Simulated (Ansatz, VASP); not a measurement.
# NbInGa (NbInGa in the AlB2 type) in two plane-wave programs, part 2 of 2

Aim: how closely do two programs agree when they are given the same cell, functional and k mesh? The cell is generated by rule, not measured, and may not be a known phase. Of the first pair: The cell is taken from a series of runs on this material, whose earlier steps may have relaxed, scaled, displaced or heated it; both programs get it as it stands.

VASP 6.6.1 and Ansatz 0.2.0.

So far: The starting structure; VASP: relaxation of cell and atoms, PBE, pair 1; Ansatz: relaxation of cell and atoms, PBE, pair 1; Comparison.

## Step 5: Ansatz: relaxation of cell and atoms, PBE, pair 2

Level of this step: Ansatz beside VASP: Kohn-Sham DFT, plane waves, PBE (Ansatz).

The relaxed volume is the usual yardstick between codes: in a stiff, nearly cubic crystal its relative difference is about their pressure difference at one cell divided by the bulk modulus.

The cell is taken from a series of runs on this material, whose earlier steps may have relaxed, scaled, displaced or heated it; both programs get it as it stands.

Contents of input.yaml:

```yaml
crystal:
  lattice:
    - [4.7584021271, 0.0, 0.0]
    - [-2.3792010635, 4.1208971235, 0.0]
    - [0.0, 0.0, 2.8623880054]
  atoms:
    - { symbol: Nb, position: [0.0, 0.0, 0.0] }
    - { symbol: Ga, position: [0.3333333333, 0.6666666667, 0.5] }
    - { symbol: In, position: [0.6666666667, 0.3333333333, 0.5] }
kpoints:
  mp_grid: { grid: [9, 9, 10] }
hamiltonian:
  xc: pbe
  pseudopotentials: { kind: paw, azcp: { folder: soft_1 } }
scf:
  occupations: { method: gaussian, width: 0.1 }
output:
  forces: true
  stress: true
  eigenvalues: true
relax:
  adjacent_minimum: "off"
  f_tol: 0.005
  max_steps: 80
  cell: { stress_tol: 0.05 }
```

Started as:

```bash
ansatz run input.yaml --threads 4 --pin off --max-ram 12288MiB --backend cpu --events-out ev --progress --plain --runs-dir out
```

Numbers of over 12 decimals in the logs are rounded to 6 here.

The log of the run:

```text
[...]
Crystal: 3 atoms, lattice volume = 56.128 Å³
Basis set: ecut = 420 eV, 1119 PW (Γ), exchange–correlation on 64×64×40 points (8 copies of the dense FFT grid, shifted against one another)
Bands: 24, of which v1, the nominal top of the filled ones, is band 20 counted from 1 (19 counted from 0)
Symmetry: 12 space group operations
[...]
k-points: 72 of 810 (time reversal used)
[...]
--- Relaxed structure (3 steps of the walk, 3 accepted, 1 SCFs on fresh bases) ---
[...]
cell:  # Å, volume = 56.0712 Å³
    - [4.752911, -2.8834176928809657e-11, 0.0]
    - [-2.376455, 4.116142, 0.0]
    - [0.0, 0.0, 2.866090]
  atoms:
    - { symbol: Nb, position: [0, 0, 0.0] }
    - { symbol: Ga, position: [0.333333, 0.666667, 0.500000] }
    - { symbol: In, position: [0.666667, 0.333333, 0.500000] }
[key lines of the parts left out:]
SCF converged after 8 iterations
Free energy (F): -13932.887891 eV
Fermi energy:    14.260329 eV
P = ⅓ Tr σ = -0.0032 GPa (-0.032 kbar)
```

## Step 6: VASP: relaxation of cell and atoms, PBE, pair 2

The same cell, functional, mesh and smearing now go to VASP, with its own data sets.

Contents of INCAR:

```
SYSTEM = NbInGa
PREC = Accurate
ENCUT = 500
EDIFF = 1E-07
NELM = 120
ISMEAR = 0
SIGMA = 0.1
LREAL = .FALSE.
ALGO = Normal
GGA = PE
NBANDS = 25
LASPH = .TRUE.
LORBIT = 11
LWAVE = .FALSE.
LCHARG = .FALSE.
ISIF = 3
IBRION = 2
NSW = 80
EDIFFG = -0.005
GGA_COMPAT = .FALSE.
NELMIN = 4
KPAR = 2
```

Contents of POSCAR:

```
NbInGa
1.0
    4.7584020000      0.0000000000      0.0000000000
   -2.3792010000      4.1208970000      0.0000000000
    0.0000000000      0.0000000000      2.8623880000
Nb Ga In
1 1 1
Direct
    0.0000000000      0.0000000000      0.0000000000
    0.3333333738      0.6666667476      0.5000000000
    0.6666666262      0.3333332524      0.5000000000
```

Contents of KPOINTS:

```
Automatic mesh
0
Gamma
9 9 10
0 0 0
```

PAW data sets: Nb_sv, Ga_d and In_d (PBE family, release 64).

Started as:

```bash
mpirun -np 2 vasp_std
```

The log of the run:

```text
[... set-up lines as in an earlier step ...]
 entering main loop
       N       E                     dE             d eps       ncg     rms          rms(c)
DAV:   1     0.374375572761E+03    0.37438E+03   -0.19280E+04  3704   0.241E+03
DAV:   2     0.240647192180E+02   -0.35031E+03   -0.34453E+03  3720   0.550E+02
DAV:   3    -0.140065372158E+02   -0.38071E+02   -0.37341E+02  4737   0.181E+02
DAV:   4    -0.159737739075E+02   -0.19672E+01   -0.19528E+01  6267   0.371E+01
[...]
DAV:  13    -0.153053695406E+02   -0.11684E-06   -0.27615E-06  5073   0.207E-02    0.567E-03
DAV:  14    -0.153053691684E+02    0.37215E-06   -0.57036E-07  4016   0.129E-02    0.155E-03
DAV:  15    -0.153053691059E+02    0.62591E-07   -0.50066E-08  2282   0.250E-03
   1 F= -.15305369E+02 E0= -.15300380E+02  d E =-.153054E+02
[...]
2 F= -.15305470E+02 E0= -.15300509E+02  d E =-.101354E-03
[...]
3 F= -.15305471E+02 E0= -.15300507E+02  d E =-.102276E-03
[...]
4 F= -.15305473E+02 E0= -.15300508E+02  d E =-.169630E-05
[...]
5 F= -.15305477E+02 E0= -.15300513E+02  d E =-.586393E-05
[...]
reached required accuracy - stopping structural energy minimisation
```

From OUTCAR (step 6):

```text
  Total        0.0026418      0.0026418      0.0037611      0.0000000     -0.0000000     -0.0000000
  in kB        0.0754960      0.0754960      0.1074833      0.0000000     -0.0000000     -0.0000000
  external PRESSURE =       0.0861584 kB  Pullay stress =       0.0000000 kB

 POSITION                                       TOTAL-FORCE (eV/Angst)
 -----------------------------------------------------------------------------------
     -0.00000      0.00000      0.00000         0.000000     -0.000000      0.000000
      0.00000      2.74426      1.43268         0.000000     -0.000000      0.000000
      2.37660      1.37213      1.43268        -0.000000      0.000000     -0.000000
 -----------------------------------------------------------------------------------
    total drift:                                0.000002      0.000002      0.000000

  FREE ENERGIE OF THE ION-ELECTRON SYSTEM (eV)
  ---------------------------------------------------
  free  energy   TOTEN  =       -15.3054772457 eV

  energy  without entropy=      -15.2955478872  energy(sigma->0) =      -15.30051257

[... 1 part as in an earlier step ...]

[... 3 further parts left out ...]
[key lines of the parts left out:]
E-fermi :   9.4467
```

## Step 7: Comparison

Compared:

```
                                         quantity  Ansatz   VASP  difference
                                      volume (Å³)   56.07  56.06     +0.01 %
edge a after relaxation, in the typed setting (Å)   4.753  4.753     -0.01 %
edge c after relaxation, in the typed setting (Å)   2.866  2.865     +0.02 %
```

## Step 8: VASP: relaxation of cell and atoms, PBE, pair 3

The relaxed volume is the usual yardstick between codes: in a stiff, nearly cubic crystal its relative difference is about their pressure difference at one cell divided by the bulk modulus. Its start cell is another than that of the pair before, and may be another structure of the material.

INCAR is that of step 6.

Contents of POSCAR:

```
NbInGa
1.0
    4.7534505256     -0.0000000854      0.0000000000
   -2.3767259134      4.1166096915      0.0000000000
    0.0000000000      0.0000000000      2.8639837937
Nb Ga In
1 1 1
Direct
    0.0000000000      0.0000000000      0.0000000000
    0.3333333675      0.6666665733      0.5000000000
    0.6666668751      0.3333334267      0.5000000000
```

Contents of KPOINTS:

```
Automatic mesh
0
Gamma
9 9 8
0 0 0
```

Started as:

```bash
mpirun -np 2 vasp_std
```

The log of the run:

```text
[... set-up lines as in an earlier step ...]
 entering main loop
       N       E                     dE             d eps       ncg     rms          rms(c)
DAV:   1     0.374292559697E+03    0.37429E+03   -0.19286E+04  3096   0.241E+03
DAV:   2     0.235913931010E+02   -0.35070E+03   -0.34498E+03  3104   0.545E+02
DAV:   3    -0.140606479856E+02   -0.37652E+02   -0.37014E+02  3900   0.180E+02
DAV:   4    -0.159749190844E+02   -0.19143E+01   -0.19046E+01  5184   0.369E+01
[...]
DAV:  14    -0.152953092065E+02    0.39093E-06   -0.89002E-08  2283   0.368E-03    0.883E-04
DAV:  15    -0.152953090915E+02    0.11498E-06   -0.18927E-08  1920   0.228E-03    0.206E-04
DAV:  16    -0.152953091275E+02   -0.36029E-07   -0.79485E-09  1853   0.194E-03
   1 F= -.15295309E+02 E0= -.15292310E+02  d E =-.152953E+02
[...]
2 F= -.15295390E+02 E0= -.15292422E+02  d E =-.813627E-04
[...]
3 F= -.15295398E+02 E0= -.15292423E+02  d E =-.885169E-04
[...]
4 F= -.15295409E+02 E0= -.15292455E+02  d E =-.118120E-04
 trial-energy change:   -0.000012  1 .order   -0.000011   -0.000032    0.000010
 step:   0.7515(harm=  0.7357)  dis= 0.00000  next Energy=   -15.295410 (dE=-0.128E-04)
 reached required accuracy - stopping structural energy minimisation
```

Parts of OUTCAR (step 8):

```text
  Total        0.0021695      0.0021695      0.0137210     -0.0000000      0.0000000     -0.0000000
  in kB        0.0619385      0.0619385      0.3917359     -0.0000000      0.0000000     -0.0000000
  external PRESSURE =       0.1718710 kB  Pullay stress =       0.0000000 kB

 POSITION                                       TOTAL-FORCE (eV/Angst)
 -----------------------------------------------------------------------------------
      0.00000      0.00000     -0.00000         0.000000     -0.000000     -0.000000
     -0.00000      2.74759      1.43060        -0.000000      0.000000      0.000000
      2.37948      1.37379      1.43060        -0.000000      0.000000     -0.000000
 -----------------------------------------------------------------------------------
    total drift:                               -0.000297     -0.000002     -0.000000

  FREE ENERGIE OF THE ION-ELECTRON SYSTEM (eV)
  ---------------------------------------------------
  free  energy   TOTEN  =       -15.2954094564 eV

  energy  without entropy=      -15.2894996477  energy(sigma->0) =      -15.29245455

[... 1 part as in an earlier step ...]

[... 3 further parts left out ...]
[key lines of the parts left out:]
E-fermi :   9.5091
```

## Step 9: Ansatz: relaxation of cell and atoms, PBE, pair 3

Its own start cell and the same functional, mesh and smearing now go to Ansatz, which takes its cutoff from its data sets.

The two relaxations start from unlike cells of this crystal (the structure described is Ansatz's start), so only their ends are compared.

input.yaml, the sections that differ from step 5:

```yaml
crystal:
  lattice:
    - [4.12162, 0.0, 0.0]
    - [-2.06081, 3.56943, 0.0]
    - [0.0, 0.0, 4.3277]
  atoms:
    - { symbol: Nb, position: [0.0, 0.0, 0.0] }
    - { symbol: Ga, position: [0.33333333, 0.66666667, 0.5] }
    - { symbol: In, position: [0.66666667, 0.33333333, 0.5] }
kpoints:
  mp_grid: { grid: [9, 9, 8] }
# hamiltonian, scf, output, relax: as in step 5
```

Started as:

```bash
ansatz run input.yaml --threads 4 --pin off --max-ram 12288MiB --backend cpu --events-out ev --progress --plain --runs-dir out
```

The log of the run:

```text
[...]
Crystal: 3 atoms, lattice volume = 63.668 Å³
Basis set: ecut = 420 eV, 1203 PW (Γ), exchange–correlation on 60×60×60 points (8 copies of the dense FFT grid, shifted against one another)
Bands: 24, of which v1, the nominal top of the filled ones, is band 20 counted from 1 (19 counted from 0)
Symmetry: 12 space group operations
[...]
k-points: 60 of 648 (time reversal used)
[...]
--- Relaxed structure (13 steps of the walk, 12 accepted, 2 SCFs on fresh bases) ---
[...]
cell:  # Å, volume = 56.1282 Å³
    - [4.758402, 0, 0.0]
    - [-2.379201, 4.120897, 0.0]
    - [0.0, 0.0, 2.862388]
  atoms:
    - { symbol: Nb, position: [0, 0, 0.0] }
    - { symbol: Ga, position: [0.333333, 0.666667, 0.500000] }
    - { symbol: In, position: [0.666667, 0.333333, 0.500000] }
[key lines of the parts left out:]
SCF converged after 8 iterations
Free energy (F): -13932.877573 eV
Fermi energy:    14.317656 eV
P = ⅓ Tr σ = 0.0022 GPa (0.022 kbar)
```

## Step 10: Side by side

Both answers:

```
                                         quantity  Ansatz   VASP  difference
                                      volume (Å³)   56.13  56.12     +0.02 %
edge a after relaxation, in the typed setting (Å)   4.758  4.759     -0.01 %
edge c after relaxation, in the typed setting (Å)   2.862  2.861     +0.04 %
```

## Step 11: What came out

| Item | Value |
| --- | --- |
| difference in edge c after relaxation, in the typed setting (relaxation of cell and atoms, PBE, pair 1) | 0.014 % |
| difference in edge c after relaxation, in the typed setting (relaxation of cell and atoms, PBE, pair 2) | 0.024 % |
| difference in edge c after relaxation, in the typed setting (relaxation of cell and atoms, PBE, pair 3) | 0.042 % |

What this shows: The difference in edge c after relaxation, in the typed setting is 0.042 % (relaxation of cell and atoms, PBE, pair 3), within the 1.2 % picked in this series as the mark of a large difference, as far as the stopping tolerances let one tell. 1 further run of this series is not shown here. Such differences can come from data sets, numerical settings and the points named under the comparisons, not from the functional's error against experiment.

[Lines on the potential files, build, host, timing and source positions are cut from VASP's logs without a mark.]

[Logs are printed without paths, hosts, clocks, repeated set-up lines and the standing remarks that a program may print on its own settings, such as how far it seeks lower states.]

[Hosts, paths, dates, database ids (printed as entryN), source tags and the programs' standing remarks are cut or masked in the printed files.]
